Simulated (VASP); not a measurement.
All values below come from PBE GGA, VASP's PBE PAW potentials (set 64) (plane waves; VASP).

VASP ran on this input.

File KPOINTS:
```
kpoints
0
G
  12 12 8
0 0 0
```

**POSCAR**
```
Sc
1
    1.6585090230    -2.8726218055     0.0000000000
    1.6585090230     2.8726218055    -0.0000000000
    0.0000000000     0.0000000000     5.1621778764
Sc
2
Direct
  0.3333330000   0.6666670000   0.2500000000
  0.6666670000   0.3333330000   0.7500000000
```

### INCAR
```
SYSTEM = Sc
PREC = Accurate
ENCUT = 480
EDIFF = 1E-7
NELM = 100
ALGO = Normal
LREAL = .FALSE.
LASPH = .TRUE.
ISMEAR = 1
SIGMA = 0.1
GGA = PE
LMAXMIX = 4
LWAVE = .FALSE.
LCHARG = .FALSE.
ISIF = 3
IBRION = 2
NSW = 40
EDIFFG = -0.01
PSTRESS = 150
```

POTCAR, in this order: Sc_sv (PBE.64 set). Program: vasp_std.

Energy and stress use the plane-wave basis of the starting cell.

### Question
What does the run give for the energy per atom (σ→0), volume per atom, band gap (on the k-mesh)?

### Answer

- energy per atom (σ→0): -6.070 eV/atom
- band gap (on the k-mesh): none (metal, semimetal or under 0.01 eV)
- volume per atom: 20.19 Å³/atom

OSZICAR:
```
...
       N       E                     dE             d eps       ncg     rms          rms(c)
DAV:   1    -0.121390560762E+02    0.30493E-02   -0.43056E-03  2850   0.104E+00    0.879E-02
DAV:   2    -0.121389308977E+02    0.12518E-03   -0.36434E-04  4059   0.289E-01    0.264E-02
DAV:   3    -0.121389167758E+02    0.14122E-04   -0.63482E-05  3544   0.109E-01    0.124E-02
DAV:   4    -0.121389175071E+02   -0.73134E-06   -0.22373E-06  3834   0.225E-02    0.199E-03
DAV:   5    -0.121389174031E+02    0.10404E-06   -0.42957E-07  2898   0.100E-02    0.301E-04
DAV:   6    -0.121389173166E+02    0.86461E-07   -0.19010E-08  1425   0.320E-03
   9 F= -.83580114E+01 E0= -.83583663E+01  d E =-.105655E-04
```

The compound is Sc in the hcp structure. This run relaxes it under an external pressure of 15 GPa. Symmetry was kept, so distortions that lower it aren't found.
